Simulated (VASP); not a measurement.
The system is Ga.

```xyz
4
Lattice="2.2615 -3.8305 0.0000 2.2615 3.8305 0.0000 0.0000 0.0000 4.5240" Properties=species:S:1:pos:R:3 pbc="T T T"
Ga    2.2615   -2.6438    0.3664
Ga    2.2615   -1.1867    2.6284
Ga    2.2615    2.6438    4.1576
Ga    2.2615    1.1867    1.8956
```

Base run:

* Program: VASP 6.6.1
* Functional: PBEsol
* Potentials or basis: VASP PAW PBE potentials, release 64 (Ga_d)
* Cutoff: 700 eV
* k mesh: 9 × 9 × 7
* Occupations: fermi-dirac, width 0.05 eV
* Spin: no spin polarisation

Its results: band gap on the k mesh none (metal or under the smearing width); pressure -1.5 GPa; largest force 0.119 eV/Å.

Question: The run is repeated on the same cell with these changes: potentials or basis from VASP PAW PBE potentials, release 64 (Ga_d) to VASP PAW PBE potentials, release 64 (Ga); cutoff from 700 eV to 500 eV; valence electrons from 52 to 12. What comes out?

Answer: Band gap on the k mesh none (metal or under the smearing width); pressure -0.9 GPa; largest force 0.092 eV/Å.

Caveats: the PAW data sets were made with another functional, which shifts forces and pressure a little.

Not every run made on this cell is shown here.
